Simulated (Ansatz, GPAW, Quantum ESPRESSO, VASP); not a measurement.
## Be (P6_3/mmc, 2 atoms in the cell) computed with different codes at matched settings

Self-consistent single point.

```
Be
1.0
    1.14500    -1.98320     0.00000
    1.14500     1.98320     0.00000
    0.00000     0.00000     3.58000
Be
2
Direct
  0.33333   0.66667   0.25000
  0.66667   0.33333   0.75000
```

Shared settings, as Ansatz (a program for electronic structure) writes them: kpoints.mp_grid.grid = 16 16 9; scf.occupations.method = fermi_dirac; scf.occupations.width = 0.1 eV. Potentials and cutoffs stand in the table.

```
code                                                                      model  pressure (GPa)   cutoff
----------------  -------------------------------------------------------------  --------------  -------
Quantum ESPRESSO           LDA (PZ), PSlibrary ultrasoft (LDA) pseudopotentials           -7.63    40 Ry
VASP                               LDA (PZ), VASP's LDA PAW potentials (set 64)           -8.13   300 eV
Ansatz                              LDA (PW92), default PAW files made with PBE           -8.56  default
GPAW              LDA (Perdew-Wang 92), GPAW PAW datasets LDA (gpaw-data 1.0.1)           -7.35   800 eV
```

The spread over the programs that give each value: pressure within 1.21 GPa.

Ansatz's pressure is given at a fixed set of plane waves, as the other plane-wave codes print theirs. The same LDA comes in different parametrisations, which differ slightly.

VASP's run is marked for a possible Pulay error in its stress at this cutoff; no cutoff test was made.

The starting cell has typed, rounded lattice constants, without a prior relaxation at this level.

Left out of this page: ABINIT, CP2K, Elk, FLEUR and SIESTA (not drawn, or without a comparable value).

Keys are those of Ansatz 0.2.
